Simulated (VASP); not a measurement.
Here is the system:

```xyz
4
Lattice="3.1813 0.0000 0.0000 -1.5907 2.7551 0.0000 0.0000 0.0000 5.2743" Properties=species:S:1:pos:R:3 pbc="T T T"
B      1.5907     0.9184     2.6391
B      0.0000     1.8368     0.0020
P      1.5907     0.9184     4.6131
P      0.0000     1.8368     1.9759
```

All values below come from PBEsol GGA, VASP's PBE PAW potentials (set 64) (plane waves; VASP). Run with 520 eV cut-off, Gaussian smearing of 0.050 eV, potentials B P.

Task: Estimate the band gap (along the path) with the smallest direct gap where there is one.

Result: 
```
Item                                    Value
------------------------------------  -------
band gap (along the path)             0.83 eV
smallest direct gap (along the path)  2.68 eV
```

The absolute energy has meaning only against runs of the same code, potentials and settings.

The structure comes from a computed database's BP entry (P6_3mc); how it stands against other phases isn't given here. It was relaxed first.
